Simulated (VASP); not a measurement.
```xyz
4
Lattice="2.0228 -3.5036 0.0000 2.0228 3.5036 0.0000 0.0000 0.0000 6.5771" Properties=species:S:1:pos:R:3 pbc="T T T"
Mg     2.0228    -1.1679     3.2864
Mg     2.0228     1.1679     6.5750
Te     2.0228    -1.1679     5.7637
Te     2.0228     1.1679     2.4751
```

Level of theory: PBE GGA, VASP's PBE PAW potentials (set 64) (plane waves; VASP). Settings: 500 eV cut-off, 6×6×4 Γ-centred mesh, Gaussian smearing of 0.050 eV, potentials Mg Te.

Unless said otherwise, spin-orbit coupling is left out, though it shifts the bands of the heavy elements here.

Predict the energy per atom (σ→0), pressure, band gap (on the k-mesh) with the smallest direct gap where there is one.

| Quantity | Result |
|---|---|
| band gap (on the k-mesh) | 2.63 eV |
| smallest direct gap (on the k-mesh) | 3.50 eV |
| energy per atom (σ→0) | -2.455 eV/atom |
| pressure | 29.97 GPa |

Only differences to runs with the same potentials and settings are physical.

The compound is MgTe in the wurtzite structure. It was relaxed first under an external pressure of 30 GPa.
